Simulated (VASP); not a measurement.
Calculation: PBE GGA, VASP's PBE PAW potentials (set 64) (plane waves; VASP).

A VASP calculation is set up with these files.

**POSCAR**
```
Tc
1
    1.3724620937    -2.3771744735     0.0000000000
    1.3724620937     2.3771744735    -0.0000000000
   -0.0000000000     0.0000000000     4.3974216113
Tc
2
Direct
  0.3333330000   0.6666670000   0.2500000000
  0.6666670000   0.3333330000   0.7500000000
```

KPOINTS:
```
K-points
0
Gamma
  14 14 8
```

**INCAR**
```
NELM = 100   # most electronic steps
LCHARG = F
ENCUT = 480
EDIFF = 1E-7
LASPH = T   # aspherical one-centre terms
PREC = Accurate
SYSTEM = Tc
NSW = 40   # most ionic steps
PSTRESS = 10   # kbar
LMAXMIX = 4   # l cut-off of mixed one-centre charges
IBRION = 2   # conjugate gradients
LREAL = F
EDIFFG = -0.01   # ionic stop
ISMEAR = 1   # Methfessel-Paxton
ISIF = 3
LWAVE = F
GGA = PE   # PBE
ALGO = Normal   # blocked Davidson
SIGMA = 0.1
```

POTCAR, in this order: Tc_pv (PBE.64 set). Program: vasp_std.

The resulting files:

**OSZICAR**
```
       N       E                     dE             d eps       ncg     rms          rms(c)
DAV:   1     0.300799737587E+03    0.30080E+03   -0.16105E+04  4112   0.151E+03
DAV:   2    -0.144318865388E+02   -0.31523E+03   -0.31215E+03  4606   0.445E+02
DAV:   3    -0.220868218838E+02   -0.76549E+01   -0.74833E+01  4806   0.796E+01
DAV:   4    -0.221575302863E+02   -0.70708E-01   -0.70607E-01  4519   0.762E+00
DAV:   5    -0.221581681067E+02   -0.63782E-03   -0.63771E-03  4602   0.685E-01    0.235E+01
DAV:   6    -0.208575785334E+02    0.13006E+01   -0.31849E+00  4331   0.177E+01    0.725E+00
DAV:   7    -0.207080914820E+02    0.14949E+00   -0.59276E-01  4659   0.690E+00    0.865E-01
DAV:   8    -0.206991285044E+02    0.89630E-02   -0.10796E-02  4220   0.114E+00    0.297E-01
DAV:   9    -0.206990645854E+02    0.63919E-04   -0.56396E-04  4789   0.212E-01    0.215E-02
DAV:  10    -0.206990599332E+02    0.46522E-05   -0.15881E-05  4347   0.344E-02    0.905E-03
DAV:  11    -0.206990590734E+02    0.85984E-06   -0.60745E-07  4367   0.862E-03    0.863E-04
DAV:  12    -0.206990587463E+02    0.32706E-06   -0.41805E-08  2134   0.164E-03    0.199E-04
DAV:  13    -0.206990587211E+02    0.25255E-07   -0.77162E-09  2066   0.651E-04
   1 F= -.20519966E+02 E0= -.20519561E+02  d E =-.205200E+02
       N       E                     dE             d eps       ncg     rms          rms(c)
DAV:   1    -0.207004448375E+02   -0.13861E-02   -0.53932E-02  4220   0.280E+00    0.467E-01
DAV:   2    -0.206986055848E+02    0.18393E-02   -0.53621E-03  4245   0.760E-01    0.666E-02
DAV:   3    -0.206985366072E+02    0.68978E-04   -0.58622E-04  4474   0.228E-01    0.659E-02
DAV:   4    -0.206985748446E+02   -0.38237E-04   -0.27579E-05  4158   0.424E-02    0.505E-03
DAV:   5    -0.206985764656E+02   -0.16210E-05   -0.59767E-06  4468   0.226E-02    0.374E-03
DAV:   6    -0.206985767497E+02   -0.28412E-06   -0.37357E-07  4069   0.552E-03    0.446E-04
DAV:   7    -0.206985766940E+02    0.55663E-07   -0.43273E-09  2050   0.583E-04
   2 F= -.20519896E+02 E0= -.20519494E+02  d E =0.693931E-04
       N       E                     dE             d eps       ncg     rms          rms(c)
DAV:   1    -0.206999594737E+02   -0.13827E-02   -0.28816E-02  4220   0.205E+00    0.339E-01
DAV:   2    -0.206989869865E+02    0.97249E-03   -0.28585E-03  4246   0.554E-01    0.488E-02
DAV:   3    -0.206989459479E+02    0.41039E-04   -0.31637E-04  4474   0.168E-01    0.478E-02
DAV:   4    -0.206989578770E+02   -0.11929E-04   -0.14790E-05  4159   0.309E-02    0.410E-03
DAV:   5    -0.206989581297E+02   -0.25265E-06   -0.34141E-06  4466   0.172E-02    0.290E-03
DAV:   6    -0.206989580579E+02    0.71730E-07   -0.20910E-07  3088   0.421E-03
   3 F= -.20519976E+02 E0= -.20519572E+02  d E =-.105996E-04
```

**OUTCAR**
```
------------------------ aborting loop because EDIFF is reached ----------------------------------------
  FORCE on cell =-STRESS in cart. coord.  units (eV):
  Direction    XX          YY          ZZ          XY          YZ          ZX
  --------------------------------------------------------------------------------------
  Total        0.1834118      0.1834118      0.1777019      0.0000000      0.0000000      0.0000000
  in kB       10.2475063     10.2475098      9.9284882      0.0000000      0.0000000      0.0000000
  external PRESSURE =       0.1411681 kB  Pullay stress =      10.0000000 kB
  volume of cell :       28.68
      direct lattice vectors                 reciprocal lattice vectors
     1.372208310 -2.376734909  0.000000000     0.364376164 -0.210372641 -0.000000000
     1.372208310  2.376734909  0.000000000     0.364376164  0.210372641  0.000000000
     0.000000000 -0.000000000  4.396315387     0.000000000  0.000000000  0.227463208
 POSITION                                       TOTAL-FORCE (eV/Angst)
 -----------------------------------------------------------------------------------
      1.37221      0.79225      1.09908         0.000000      0.000000      0.000000
      1.37221     -0.79225      3.29724        -0.000000     -0.000000      0.000000
 -----------------------------------------------------------------------------------
    total drift:                                0.000027      0.000618     -0.000043
  FREE ENERGIE OF THE ION-ELECTRON SYSTEM (eV)
  ---------------------------------------------------
  free  energy   TOTEN  =       -20.6989580579 eV

  energy  without entropy=      -20.6977451042  energy(sigma->0) =      -20.69855374
  enthalpy is  TOTEN    =       -20.5199761867 eV   P V=        0.1789818712

 reached required accuracy - stopping structural energy minimisation
```
(Selected blocks of OUTCAR.)

**CONTCAR**
```
Tc
   1.00000000000000
     1.3722083104920875   -2.3767349087917076    0.0000000000000000
     1.3722083104920875    2.3767349087917076    0.0000000000000000
     0.0000000000000000   -0.0000000000000000    4.3963153867074718
  Tc
     2
Direct
     0.3333330000000032    0.6666669999999968    0.2500000000000000
     0.6666669999999968    0.3333330000000032    0.7500000000000000
```

The compound is Tc in the hcp structure. This run relaxes it under an external pressure of 1 GPa. Symmetry was kept, so distortions that lower it aren't found.
